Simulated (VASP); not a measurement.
Input:

```
CsBr
1.0
    4.23912     0.00000     0.00000
    0.00000     4.23912     0.00000
    0.00000     0.00000     4.23912
Cs Br
1 1
Direct
  0.00000   0.00000   0.00000
  0.50000   0.50000   0.50000
```

Level of theory: PBE GGA with D4 dispersion, VASP's PBE PAW potentials (set 64) (plane waves; VASP). Numerical set-up: 520 eV cut-off, 6×6×6 Γ-centred mesh, Gaussian smearing of 0.050 eV, potentials Cs_sv Br.

Give the stress tensor in GPa (positive for a compressed cell).

```
1.03  0.00  0.00
0.00  1.03  0.00
0.00  0.00  1.03
```
The pressure is its mean diagonal, 1.03 GPa.

The compound is CsBr in the CsCl type structure. This cell is one point of a volume scan, at 0.94 of the reference volume.
